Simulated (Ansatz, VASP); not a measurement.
# Two plane-wave programs on BeZn2TeS2

Contents of INCAR:

```
PREC     = Accurate       # precision mode
ENCUT    = 520            # plane-wave cutoff, eV
EDIFF    = 1E-7           # SCF threshold, eV
ISMEAR   = 0              # smearing method
SIGMA    = 0.1            # smearing width, eV
LREAL    = False          # projectors in reciprocal space
LASPH    = True           # aspherical terms in the spheres
NELM     = 80             # most SCF steps
ALGO     = Normal         # electronic algorithm
ISIF     = 2              # what is computed and relaxed
LWAVE    = False          # write WAVECAR
LCHARG   = True           # write CHGCAR
GGA      = PE             # functional
LELF     = True           # ELF
LVHAR    = True         
NBANDS   = 31             # bands
```

The input KPOINTS:

```
regular mesh
0
Gamma
  4 4 4
```

File POSCAR:

```
BeZn2TeS2
1.0
    4.5040601400      0.0000000000      0.0000000000
    0.0000000000      4.5040601400      0.0000000000
    0.0000000000      0.0000000000      6.0560118600
Be Zn Te S
1 2 1 2
Direct
    0.0000000000      0.0000000000      0.0000000000
    0.5000000000      0.5000000000      0.2536999900
    0.5000000000      0.5000000000      0.7463000100
    0.0000000000      0.0000000000      0.5000000000
    0.0000000000      0.5000000000      0.0000000000
    0.5000000000      0.0000000000      0.0000000000
```

Input for Ansatz:

```yaml
crystal:
  lattice:
    - [4.50406014, 0.0, 0.0]
    - [0.0, 4.50406014, 0.0]
    - [0.0, 0.0, 6.05601186]
  atoms:
    - { symbol: Be, position: [0.0, 0.0, 0.0] }
    - { symbol: Zn, position: [0.5, 0.5, 0.25369999] }
    - { symbol: Zn, position: [0.5, 0.5, 0.74630001] }
    - { symbol: Te, position: [0.0, 0.0, 0.5] }
    - { symbol: S, position: [0.0, 0.5, 0.0] }
    - { symbol: S, position: [0.5, 0.0, 0.0] }
basis:
  ecutwfc: 420
kpoints:
  mp_grid: { grid: [4, 4, 4] }
hamiltonian:
  xc: pbe
scf:
  occupations: { method: gaussian, width: 0.1 }
  lower_state_search: "off"
output:
  forces: true
  stress: true
  eigenvalues: true
```

Change from the starting cell: species swapped into the LaAl2BRu2 type (P4/mmm, No. 123).

Alike in both runs: task single point; functional PBE; k mesh 4 × 4 × 4; occupations gaussian, width 0.1 eV; no spin polarisation.

|  | VASP | Ansatz |
| --- | --- | --- |
| version | VASP 6.6.1 | Ansatz 0.2.0 |
| potentials or method | VASP PAW PBE potentials, release 64 (Be, Zn, Te, S) | scalar-relativistic, plane waves, PAW |
| plane-wave cutoff (eV) | 520 | 420 |
| valence electrons in the cell | 44 | 54 |

VASP gave:

```
gap on the k mesh at the Fermi level (eV)       : none
pressure (GPa)                                  : -5.2
largest component of the traceless stress (GPa) : 0.05
rms of the force components (eV/Å)              : 0.046
```

Problem. Which values does Ansatz return?

Solution. gap on the k mesh at the Fermi level (eV): none; pressure (GPa): -5.2; largest component of the traceless stress (GPa): 0.05; rms of the force components (eV/Å): 0.043.

Atom by atom the forces differ by 0.003 eV/Å (rms over components). A gap of «none» marks a metal or a gap that the smearing closes. The functional is the same, so the differences come from potentials, cutoffs and numerics. The two sets of potentials don't hold the same shells in valence.

The runs have no spin-orbit coupling, so splittings on Te are missing.
